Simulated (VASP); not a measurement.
Energy against volume of CuI (zinc blende). All values below come from vdW-DF2, VASP's PBE PAW potentials (set 64) (plane waves; VASP). Numerical set-up: 520 eV cut-off, 7×7×7 Γ-centred mesh, Gaussian smearing of 0.050 eV, potentials Cu I.

```csv
V (Å³/atom),E (eV/atom)
30.397,-0.20518
31.337,-0.20807
32.277,-0.20565
33.217,-0.19879
```

Q: Fit these four points and predict the energy of the run at 29.456 Å³/atom.

A: A cubic in V^(−2/3), the third-order Birch-Murnaghan form, passes through the four points with V0 = 31.35 Å³/atom and B0 = 30 GPa, and gives -0.1959 eV/atom there. The run gave -0.1960 eV/atom, -0.0 meV/atom from the fit; all five points give B0 = 30 GPa.

The compound is CuI in the zinc blende structure. It was relaxed first, which changed the volume by +13 %.
